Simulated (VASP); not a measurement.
```
Gd
1.0
   -2.02196     2.02196     2.02196
    2.02196    -2.02196     2.02196
    2.02196     2.02196    -2.02196
Gd
1
Direct
  0.00000   0.00000   0.00000
```

Computed with r2SCAN meta-GGA, VASP's PBE PAW potentials (set 64) (plane waves; VASP 6.6.1). Settings: 400 eV cut-off, 14×14×14 Γ-centred mesh, tetrahedra with Blöchl corrections, potentials Gd_3.

The 4f electrons are frozen in the core of the lanthanide potential, so 4f levels, which can set the real gap, and their magnetism are missing.

Q: Give the energies of bands 4 to 7 at the high-symmetry points, in eV from the Fermi level.

A: 
| band | Γ | H | N | P |
|---|---|---|---|---|
| 4 | -5.09 | -1.93 | -2.28 | -0.12 |
| 5 | 1.88 | -1.93 | 0.11 | -0.12 |
| 6 | 1.88 | 3.10 | 1.17 | -0.12 |
| 7 | 1.88 | 6.12 | 3.10 | 3.08 |

It has no gap at this level: it comes out as a metal or semimetal.

The structure was generated: Gd was put into the bcc type (Im-3m), which need not be its known phase. It was relaxed first.
